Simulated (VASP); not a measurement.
# LiBi2I2O2 (P-4m2) in VASP: reference runs

Aim: a first look at LiBi2I2O2 with PBE, on the cell as given and on a disturbed one.

All numbers are computed with VASP 6.6.1; they aren't measurements. Logs are shortened: lines on timing, memory, paths and dates and some standing lists are left out, and cuts for length are marked.

### Step 1. The crystal as given

The structure is tetragonal, space group P-4m2 (No. 115). Conventional cell: a = 4.233 Å, b = 4.233 Å, c = 10.000 Å, α = 90.00°, β = 90.00°, γ = 90.00°. Around Bi (site symmetry 2mm) lie 4 O at 2.38 Å. I (site symmetry 2mm) is surrounded by 2 Li at 2.76 Å. O (site symmetry -4m2) has 4 Bi at 2.38 Å as nearest neighbours. Around O (site symmetry -4m2) lie 4 Bi at 2.38 Å. Li (site symmetry -4m2) is surrounded by 4 I at 2.76 Å.

The cell comes from a database or a generator and needn't be the stable form of this composition.

### Step 2. Single point, PBE

INCAR

```
SYSTEM = LiBi2I2O2
  PREC = Accurate
  ENCUT = 520
  EDIFF = 1E-7
  ISMEAR = -1
  SIGMA = 0.05
  LREAL = .False.
  LASPH = .True.
  NELM = 80
  ALGO = Normal
  ISIF = 2
  LWAVE = .False.
  LCHARG = .True.
  GGA = PE
  LELF = .True.
  LVHAR = .True.
  NBANDS = 38
```

KPOINTS

```
Automatic mesh
0
Gamma
  6 6 3
  0 0 0
```

POSCAR

```
LiBi2I2O2
1.0
    4.2328230000      0.0000000000      0.0000000000
    0.0000000000      4.2328230000      0.0000000000
    0.0000000000      0.0000000000      9.9999390000
Bi I O Li
2 2 2 1
Direct
    0.0000000000      0.5000000000      0.1081770000
    0.5000000000      0.0000000000      0.8918230000
    0.5000000000      0.0000000000      0.3224990000
    0.0000000000      0.5000000000      0.6775010000
    0.0000000000      0.0000000000      0.0000000000
    0.5000000000      0.5000000000      0.0000000000
    0.0000000000      0.0000000000      0.5000000000
```

Potentials or basis: VASP PAW PBE potentials, release 64 (Bi_d, I, O, Li_sv).

The run is started by

```sh
cat potpaw_PBE.64/Bi_d/POTCAR potpaw_PBE.64/I/POTCAR potpaw_PBE.64/O/POTCAR potpaw_PBE.64/Li_sv/POTCAR > POTCAR
mpirun -np 1 vasp_std > vasp.out
```

OUTCAR:

```text
SYSTEM = LiBi2I2O2
   PREC = Accurate
   ENCUT = 520
   EDIFF = 1E-7
   ISMEAR = -1
   LREAL = .False.
   LASPH = .True.
   NELM = 80
   ISIF = 2
   GGA = PE

 ion  position               nearest neighbor table
   1  0.000  0.500  0.108-   5 2.38   6 2.38   5 2.38   6 2.38   3 3.68   3 3.68   3 3.68   3 3.68
                             2 3.69   2 3.69   2 3.69   2 3.69
   2  0.500  0.000  0.892-   5 2.38   6 2.38   6 2.38   5 2.38   4 3.68   4 3.68   4 3.68   4 3.68
                             1 3.69   1 3.69   1 3.69   1 3.69
   3  0.500  0.000  0.322-   7 2.76   7 2.76   1 3.68   1 3.68   1 3.68   1 3.68
   4  0.000  0.500  0.678-   7 2.76   7 2.76   2 3.68   2 3.68   2 3.68   2 3.68
   5  0.000  0.000  0.000-   1 2.38   2 2.38   1 2.38   2 2.38
   6  0.500  0.500  0.000-   1 2.38   2 2.38   2 2.38   1 2.38
   7  0.000  0.000  0.500-   3 2.76   4 2.76   4 2.76   3 2.76

  LATTYP: Found a simple tetragonal cell.
 ALAT       =     4.2328230000
 C/A-ratio  =     2.3624751141

  Lattice vectors:

 A1 = (   4.2328230000,   0.0000000000,   0.0000000000)
 A2 = (   0.0000000000,   4.2328230000,   0.0000000000)
 A3 = (   0.0000000000,   0.0000000000,   9.9999390000)

Analysis of symmetry for initial positions (statically):
=====================================================================
 Subroutine PRICEL returns:
 Original cell was already a primitive cell.

 Routine SETGRP: Setting up the symmetry group for a
 simple tetragonal supercell.

 Subroutine GETGRP returns: Found  8 space group operations
 (whereof  8 operations were pure point group operations)
 out of a pool of 16 trial point group operations.

The static configuration has the point symmetry D_2d.

Analysis of symmetry for dynamics (positions and initial velocities):
=====================================================================
 Subroutine PRICEL returns:
 Original cell was already a primitive cell.

 Routine SETGRP: Setting up the symmetry group for a
 simple tetragonal supercell.

 Subroutine GETGRP returns: Found  8 space group operations
 (whereof  8 operations were pure point group operations)
 out of a pool of 16 trial point group operations.

The dynamic configuration has the point symmetry D_2d.

 Subroutine INISYM returns: Found  8 space group operations
 (whereof  8 operations are pure point group operations),
 and found     1 'primitive' translations

----------------------------------------------------------------------------------------
[... 103 lines left out ...]
   NFREE  =      0    steps in history (QN), initial steepest desc. (CG)
   ISIF   =      2    stress and relaxation
   ISYM   =      2    0-nonsym 1-usesym 2-fastsym
   POTIM  = 0.5000    time-step for ionic-motion
   TEBEG  =    0.0;   TEEND  =   0.0 temperature during run
   PSTRESS=    0.0 pullay stress
   NELECT =      59.0000    total number of electrons
   NUPDOWN=      -1.0000    fix difference up-down
   EMIN   =  10.00;   EMAX   =-10.00  energy-range for DOS
   EFERMI =   0.00;   METHOD = LEGACY
   ISMEAR =    -1;   SIGMA  =   0.05  broadening in eV -4-tet -1-fermi 0-gaus
   EFERMI_NEDOS =   21; number of points for ismear=-14 and -15
   IALGO  =     38    algorithm
   IMIX   =      4    mixing-type and parameters
     AMIX     =   0.40;   BMIX     =  1.00
     AMIX_MAG =   1.60;   BMIX_MAG =  1.00
  volume/ion in A,a.u.               =      25.60       172.73
  Fermi-wavevector in a.u.,A,eV,Ry     =   1.130506  2.136347 17.388850  1.278044
  Thomas-Fermi vector in A             =   2.267203
   LORBIT       =      0    0 simple, 1 ext, 2 COOP (PROOUT), +10 PAW based schemes
   GGA     = PE    functional components
   LHFCALC =     F    Hartree Fock is set to
   AEXX    =    0.0000 exact exchange contribution
   IVDW    =     0    specifies the selected vdW correction
   LEPSILON=     F    determine dielectric tensor
   LRPA    =     F    only Hartree local field effects (RPA)
 non-spin polarized calculation
  energy-cutoff  :      520.00
  volume of cell :      179.17
 maximum number of plane-waves:      4844
 NGX is ok and might be reduce to    32
   NGX = 15   NGY = 15   NGZ = 37

 number of electron      58.9999995 magnetization

 Free energy of the ion-electron system (eV)
  ---------------------------------------------------
  ext. energy  EPLUGINS =         0.00000000
  ---------------------------------------------------
  free energy    TOTEN  =       -29.12670732 eV

  energy without entropy =      -29.10223100  energy(sigma->0) =      -29.11446916

 E-fermi :   5.8873     XC(G=0):  -8.9477

 val. band max:        5.7762114279   @ k =   0.3333   0.3333   0.0000
 cond. band min:       5.9134031473   @ k =   0.1667   0.0000   0.3333
 fundamental gap:      0.1371917194
 Fermi energy:         5.8873060520

 k-point     1 :       0.0000    0.0000    0.0000
  band No.  band energies     occupation
      1     -41.5546      2.00000
      2     -18.7347      2.00000
      3     -18.5419      2.00000
      4     -18.5416      2.00000
      5     -18.5416      2.00000
      6     -18.5265      2.00000
[... 809 lines left out ...]
     37       9.8166      0.00000
     38      11.4568      0.00000

------------------------ aborting loop because EDIFF is reached ----------------------------------------

  FORCE on cell =-STRESS in cart. coord.  units (eV):
  Direction    XX          YY          ZZ          XY          YZ          ZX
  --------------------------------------------------------------------------------------
  -------------------------------------------------------------------------------------
  Total        0.3114519      0.3114519      0.2273970      0.0000000     -0.0000000      0.0000000
  in kB        2.7851206      2.7851206      2.0334696      0.0000000     -0.0000000      0.0000000
  external PRESSURE =       2.5345703 kB  Pullay stress =       0.0000000 kB

 VOLUME and BASIS-vectors are now :
 -----------------------------------------------------------------------------
  energy-cutoff  :      520.00
  volume of cell :      179.17
      direct lattice vectors                 reciprocal lattice vectors
     4.232823000  0.000000000  0.000000000     0.236248953  0.000000000  0.000000000
     0.000000000  4.232823000  0.000000000     0.000000000  0.236248953  0.000000000
     0.000000000  0.000000000  9.999939000     0.000000000  0.000000000  0.100000610

 POSITION                                       TOTAL-FORCE (eV/Angst)
 -----------------------------------------------------------------------------------
      0.00000      2.11641      1.08176         0.000000      0.000000      0.084521
      2.11641      0.00000      8.91818         0.000000      0.000000     -0.084521
      2.11641      0.00000      3.22497         0.000000      0.000000     -0.004739
      0.00000      2.11641      6.77497         0.000000      0.000000      0.004739
      0.00000      0.00000      0.00000        -0.000000      0.000000      0.000000
      2.11641      2.11641      0.00000         0.000000     -0.000000      0.000000
      0.00000      0.00000      4.99997         0.000000      0.000000      0.000000
 -----------------------------------------------------------------------------------
    total drift:                                0.000000     -0.000000      0.000000

  FREE ENERGIE OF THE ION-ELECTRON SYSTEM (eV)
  ---------------------------------------------------
  free  energy   TOTEN  =       -29.1267073190 eV

  energy  without entropy=      -29.1022309957  energy(sigma->0) =      -29.11446916
```

Wall time 1.9 min (1 thread of AMD EPYC 7R43 (Zen 3), shared host); peak memory 0.31 GiB.

What came out:

| Item | Value |
| --- | --- |
| Free energy | -29.1267 eV |
| Largest force | 0.085 eV/Å |
| Band gap on the k mesh | none (metal or under the smearing width) |

Forces on the atoms (eV/Å):
```
Bi   0.000  0.000  0.085
Bi   0.000  0.000 -0.085
I    0.000  0.000 -0.005
I    0.000  0.000  0.005
O    0.000  0.000  0.000
O    0.000  0.000  0.000
Li   0.000  0.000  0.000
```

Levels at points of the mesh, in eV from the Fermi level:
```tsv
k point	band 27	band 28	band 29	band 30	band 31	band 32
(0.00, 0.00, 0.00)	-3.18	-2.78	-2.78	-0.96	-0.19	1.76
(0.50, 0.00, 0.00)	-3.14	-2.89	-2.46	1.14	1.16	1.43
(0.50, 0.50, 0.00)	-3.65	-3.52	-3.52	-0.24	-0.11	1.50
```

Caveat: the cutoff is under 1.25 times the usual one of these potentials, so pressure, stress and relaxed cells hold a basis-set (Pulay) error; spin-orbit coupling is left out, which moves the levels of the heavy elements; an odd number of electrons without spin polarisation forces a metal; a magnetic or distorted state may lie lower.

### Step 3. Single point, PBE (atoms moved at random, drawn with an rms of 0.05 Å)

INCAR

```
SYSTEM = LiBi2I2O2
ALGO     = Normal         ! electronic algorithm
EDIFF    = 1E-7           ! SCF threshold, eV
ENCUT    = 520            ! plane-wave cutoff, eV
GGA      = PE             ! functional
ISIF     = 2              ! what is computed and relaxed
ISMEAR   = -1             ! smearing method
LASPH    = .TRUE.         ! aspherical terms in the spheres
LCHARG   = .TRUE.         ! write CHGCAR
LELF     = .TRUE.         ! ELF
LREAL    = .FALSE.        ! projectors in reciprocal space
LVHAR    = .TRUE.       
LWAVE    = .FALSE.        ! write WAVECAR
NBANDS   = 38             ! bands
NELM     = 100            ! most SCF steps
PREC     = Accurate       ! precision mode
SIGMA    = 0.05           ! smearing width, eV
```

KPOINTS

```
k-points
0
G
  6 6 3
  0 0 0
```

POSCAR

```
LiBi2I2O2
1.0
    4.2328230000      0.0000000000      0.0000000000
    0.0000000000      4.2328230000      0.0000000000
    0.0000000000      0.0000000000      9.9999390000
Bi I O Li
2 2 2 1
Direct
    0.0006460000      0.5020390000      0.1095820000
    0.5054280000     -0.0023880000      0.8922810000
    0.4948770000     -0.0014510000      0.3244520000
    0.0065250000      0.5020290000      0.6774090000
   -0.0058240000      0.0026900000     -0.0037800000
    0.4906310000      0.4952310000     -0.0055110000
   -0.0029510000     -0.0026830000      0.5007150000
```

Potentials or basis: VASP PAW PBE potentials, release 64 (Bi_d, I, O, Li_sv).

The run is started by

```sh
cat potpaw_PBE.64/Bi_d/POTCAR potpaw_PBE.64/I/POTCAR potpaw_PBE.64/O/POTCAR potpaw_PBE.64/Li_sv/POTCAR > POTCAR
mpirun -np 1 vasp_std > vasp.out
```

It took 5.1 min on 1 thread of AMD EPYC 7R43 (Zen 3), shared host; peak memory 0.48 GiB.

The run converged. Its results:

| Property | Result |
| --- | --- |
| Free energy | -29.0952 eV |
| Largest force | 0.496 eV/Å |
| Band gap on the k mesh | none (metal or under the smearing width) |

Forces on the atoms (eV/Å):
```
Bi  -0.032 -0.051 -0.311
Bi  -0.156  0.014 -0.444
I    0.011  0.004 -0.097
I   -0.033 -0.034 -0.042
O    0.110 -0.045  0.369
O    0.109  0.087  0.476
Li  -0.010  0.024  0.049
```

Levels at points of the mesh, in eV from the Fermi level:
| k point | band 27 | band 28 | band 29 | band 30 | band 31 | band 32 |
| --- | --- | --- | --- | --- | --- | --- |
| (0.00, 0.00, 0.00) | -3.12 | -2.82 | -2.71 | -0.94 | -0.18 | 1.67 |
| (0.50, 0.00, 0.00) | -3.07 | -2.82 | -2.52 | 1.03 | 1.16 | 1.49 |
| (0.00, 0.50, 0.00) | -3.16 | -2.95 | -2.38 | 1.04 | 1.20 | 1.37 |
| (0.50, 0.50, 0.00) | -3.62 | -3.57 | -3.45 | -0.25 | -0.13 | 1.36 |

Caveat: the cutoff is under 1.25 times the usual one of these potentials, so pressure, stress and relaxed cells hold a basis-set (Pulay) error; spin-orbit coupling is left out, which moves the levels of the heavy elements; an odd number of electrons without spin polarisation forces a metal; a magnetic or distorted state may lie lower.
